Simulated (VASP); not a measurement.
Input:

```xyz
2
Lattice="0.0000 2.4106 2.4106 2.4106 0.0000 2.4106 2.4106 2.4106 0.0000" Properties=species:S:1:pos:R:3 pbc="T T T"
Co     3.6159     3.6159     3.6159
Co     2.4106     2.4106     2.4106
```

Method: PBEsol GGA, VASP's PBE PAW potentials (set 64) (plane waves; VASP). Run with 400 eV cut-off, Gaussian smearing of 0.050 eV, potentials Co.

Give the energies of bands 1 to 12 at the high-symmetry points, in eV from the Fermi level.

```tsv
band	Γ	X	U	L	W
1	-7.26	-3.98	-4.12	-3.88	-4.03
2	-3.30	-3.98	-3.72	-3.29	-4.03
3	-3.30	-3.04	-3.22	-3.16	-2.71
4	-3.11	-3.04	-2.74	-3.16	-2.71
5	-3.11	-2.12	-2.36	-3.12	-2.16
6	-3.11	-2.12	-1.79	-3.12	-2.16
7	-1.16	-1.46	-1.79	-1.65	-1.73
8	-1.16	-1.46	-1.51	-0.65	-1.73
9	-1.16	0.26	0.35	-0.65	0.49
10	0.31	0.26	0.48	0.07	0.49
11	0.31	1.95	1.67	0.07	2.53
12	13.84	1.95	2.21	1.57	2.53
```

It has no gap at this level: it comes out as a metal or semimetal.

The structure was generated: Co was put into the diamond type (Fd-3m), which need not be its known phase. It was relaxed first. The run is not spin-polarised, so no magnetic state was tried.
